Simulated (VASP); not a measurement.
Method: vdW-DF-cx, VASP's PBE PAW potentials (set 64) (plane waves; VASP).

The input files of a VASP run:

### INCAR
```
AGGAC = 0.0
ALGO = Normal
EDIFF = 1E-7
ENCUT = 520
GGA = CX
ICHARG = 11
ISMEAR = 0
LASPH = T
LCHARG = F
LMAXMIX = 4
LORBIT = 11
LREAL = F
LUSE_VDW = T
LWAVE = F
NELM = 100
PREC = Accurate
SIGMA = 0.05
SYSTEM = Nb
```

KPOINTS:
```
k-points along high-symmetry lines
15
Line-mode
Reciprocal
  0.000000   0.000000   0.000000 ! GAMMA
  0.500000  -0.500000   0.500000 ! H

  0.500000  -0.500000   0.500000 ! H
  0.000000  -0.000000   0.500000 ! N

  0.000000  -0.000000   0.500000 ! N
  0.000000   0.000000   0.000000 ! GAMMA

  0.000000   0.000000   0.000000 ! GAMMA
  0.250000   0.250000   0.250000 ! P

  0.250000   0.250000   0.250000 ! P
  0.500000  -0.500000   0.500000 ! H

  0.250000   0.250000   0.250000 ! P
  0.000000  -0.000000   0.500000 ! N
```

### POSCAR
```
Nb
1.6377790
 -1.0000002850   1.0000002850   1.0000002850
  1.0000002850  -1.0000002850   1.0000002850
  1.0000002850   1.0000002850  -1.0000002850
Nb
1
direct
  0.0000000000   0.0000000000   0.0000000000
```

POTCAR, in this order: Nb_sv (PBE.64 set). Program: vasp_std. Read from the step before: CHGCAR.

Question: What will the output report for the number of irreducible k-points (NKPTS), largest plane-wave count, number of space-group operations, FFT grid (NGX, NGY, NGZ)?

Answer: 
| Property | Result |
|---|---|
| number of irreducible k-points (NKPTS) | 90 |
| largest plane-wave count | 490 |
| number of space-group operations | 48 |
| FFT grid (NGX, NGY, NGZ) | 24 × 24 × 24 |

The compound is Nb in the bcc structure. It was relaxed first.
